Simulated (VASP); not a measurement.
Given:

```
CELL_PARAMETERS angstrom
      3.92000     0.00000     0.00000
      0.00000     3.92000     0.00000
      0.00000     0.00000     3.92000
ATOMIC_POSITIONS crystal
  Ti 0.00000 0.00000 0.00000
  Pt 0.00000 0.50000 0.50000
  Pt 0.50000 0.00000 0.50000
  Pt 0.50000 0.50000 0.00000
```

These are PBE GGA, VASP's PBE PAW potentials (set 64) (plane waves; VASP 6.6.1) values and carry that method's errors. Settings: PREC = Normal, 400 eV cut-off, 7×7×7 Γ-centred mesh, first-order Methfessel-Paxton smearing of 0.10 eV, potentials Ti_sv Pt.

Give the stress tensor in GPa (positive for a compressed cell).

```
4.80  0.00  0.00
0.00  4.80  0.00
0.00  0.00  4.80
```
The pressure is its mean diagonal, 4.80 GPa.

The compound is Pt3Ti in the L1_2 structure. The cell was not relaxed at this level. The run is one of a series of settings (PREC = Normal against the base run), some of them coarse on purpose.
